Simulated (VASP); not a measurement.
Computed with PBEsol GGA, VASP's PBE PAW potentials (set 64) (plane waves; VASP).

A VASP calculation is set up with these files.

### INCAR
```
! general
SYSTEM =Ca2H3Br
PREC   =Accurate
ENCUT  =400
LREAL  =.FALSE.
LASPH  =.TRUE.
ICHARG =11   ! fixed density

! electronic loop
EDIFF  =1E-7
NELM   =100   ! most electronic steps
ALGO   =Normal
LMAXMIX=4

! smearing
ISMEAR =0   ! Gaussian
SIGMA  =0.05   ! width (eV)

! functional
GGA    =PS

! output
LWAVE  =.FALSE.
LCHARG =.FALSE.
LORBIT =11
```

### KPOINTS
```
k-points along high-symmetry lines
10
Line-mode
Reciprocal
  0.000000   0.000000   0.000000 ! GAMMA
  0.500000   0.000000   0.000000 ! M

  0.500000   0.000000   0.000000 ! M
  0.333333   0.333333   0.000000 ! K

  0.333333   0.333333   0.000000 ! K
  0.000000   0.000000   0.000000 ! GAMMA

  0.000000   0.000000   0.000000 ! GAMMA
  0.000000   0.000000   0.500000 ! A

  0.000000   0.000000   0.500000 ! A
  0.500000   0.000000   0.500000 ! L

  0.500000   0.000000   0.500000 ! L
  0.333333   0.333333   0.500000 ! H

  0.333333   0.333333   0.500000 ! H
  0.000000   0.000000   0.500000 ! A

  0.500000   0.000000   0.500000 ! L
  0.500000   0.000000   0.000000 ! M

  0.333333   0.333333   0.500000 ! H
  0.333333   0.333333   0.000000 ! K
```

POSCAR:
```
Ca2H3Br
1
    3.8486891267    -0.0000000000     0.0000000000
   -1.9243445633     3.3330623735     0.0000000000
    0.0000000000    -0.0000000000     6.7350337758
Ca H Br
2 3 1
Direct
  0.6666670000   0.3333330000   0.1869210913
  0.3333330000   0.6666670000   0.8130789087
  0.6666670000   0.3333330000   0.8508822949
  0.3333330000   0.6666670000   0.1491177051
  0.0000000000   1.0000000000   0.0000000000
  0.0000000000   1.0000000000   0.5000000000
```

POTCAR, in this order: Ca_sv H Br (PBE.64 set). Program: vasp_std. Read from the step before: CHGCAR.

The run wrote:

**OSZICAR**
```
       N       E                     dE             d eps       ncg     rms          rms(c)
DAV:   1     0.219410870227E+03    0.21941E+03   -0.12840E+04  3420   0.121E+03
DAV:   2    -0.416726793860E+01   -0.22358E+03   -0.21827E+03  3833   0.354E+02
DAV:   3    -0.205057225910E+02   -0.16338E+02   -0.16275E+02  5840   0.768E+01
DAV:   4    -0.212062695083E+02   -0.70055E+00   -0.69926E+00  5045   0.151E+01
DAV:   5    -0.212288929229E+02   -0.22623E-01   -0.22617E-01  5541   0.200E+00
DAV:   6    -0.212290588233E+02   -0.16590E-03   -0.16587E-03  5103   0.201E-01
DAV:   7    -0.212290617190E+02   -0.28957E-05   -0.28954E-05  5636   0.218E-02
DAV:   8    -0.212290617853E+02   -0.66262E-07   -0.66574E-07  5284   0.344E-03
   1 F= -.21229062E+02 E0= -.21229062E+02  d E =-.150384E-23
```

File OUTCAR:
```
 val. band max:        4.1318863725   @ k =   0.0000   0.0000   0.5000

 cond. band min:       5.4944242557   @ k =   0.5000   0.0000   0.5000



 k-point     1 :       0.0000    0.0000    0.0000
  band No.  band energies     occupation
      1     -36.9684      2.00000
      2     -36.9160      2.00000
      3     -18.3279      2.00000
      4     -18.0120      2.00000
      5     -18.0015      2.00000
      6     -18.0015      2.00000
      7     -17.9354      2.00000
      8     -17.9354      2.00000
      9     -13.0152      2.00000
     10      -2.5960      2.00000
     11      -2.3312      2.00000
     12       0.0626      2.00000
     13       0.0626      2.00000
     14       0.9744      2.00000
     15       3.8631      2.00000
     16       6.1985      0.00000
     17       6.2028      0.00000
     18       6.2397      0.00000
     19       6.3280      0.00000

 k-point     2 :       0.0556    0.0000    0.0000
  band No.  band energies     occupation
      1     -36.9677      2.00000
      2     -36.9159      2.00000
      3     -18.3250      2.00000
      4     -18.0287      2.00000
      5     -18.0034      2.00000
      6     -17.9912      2.00000
      7     -17.9411      2.00000
      8     -17.9357      2.00000
      9     -13.0054      2.00000
     10      -2.5650      2.00000
     11      -2.3027      2.00000
     12      -0.0299      2.00000
     13       0.0443      2.00000
     14       0.9507      2.00000
     15       3.7321      2.00000
     16       6.2009      0.00000
     17       6.2129      0.00000
     18       6.2744      0.00000
     19       6.3885      0.00000

 k-point     3 :       0.1111    0.0000    0.0000
  band No.  band energies     occupation
      1     -36.9653      2.00000
      2     -36.9157      2.00000
      3     -18.3168      2.00000
      4     -18.0554      2.00000
      5     -18.0088      2.00000
      6     -17.9837      2.00000
      7     -17.9563      2.00000
      8     -17.9368      2.00000
...
```

The density is held fixed in this step, so its total energy and stress have no physical meaning.

The structure comes from a computed database's Ca2H3Br entry (P-3m1); how it stands against other phases isn't given here. It was relaxed first.
